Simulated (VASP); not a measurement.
Input:

```yaml
crystal:
  lattice:
    - [2.09804, -3.63390, 0.00000]
    - [2.09804, 3.63390, 0.00000]
    - [0.00000, 0.00000, 6.81490]
  atoms:
    - { symbol: Cd, position: [0.66667, 0.33333, 0.50000] }
    - { symbol: Cd, position: [0.33333, 0.66667, 0.00000] }
    - { symbol: S, position: [0.66667, 0.33333, 0.87700] }
    - { symbol: S, position: [0.33333, 0.66667, 0.37700] }
```

Level of theory: PBE GGA, VASP's PBE PAW potentials (set 64) (plane waves; VASP 6.6.1). Settings: 400 eV cut-off, 6×6×3 Γ-centred mesh, Gaussian smearing of 0.050 eV, potentials Cd S.

### Question
What does the run give for the energy per atom (σ→0), band gap (on the k-mesh) with the smallest direct gap where there is one?

### Answer

* **band gap (on the k-mesh)**: 1.12 eV
* **smallest direct gap (on the k-mesh)**: 1.12 eV
* **energy per atom (σ→0)**: -3073 meV/atom

Only differences to runs with the same potentials and settings are physical.

The compound is CdS in the wurtzite structure. It was relaxed first. The start is the result of an earlier pass.
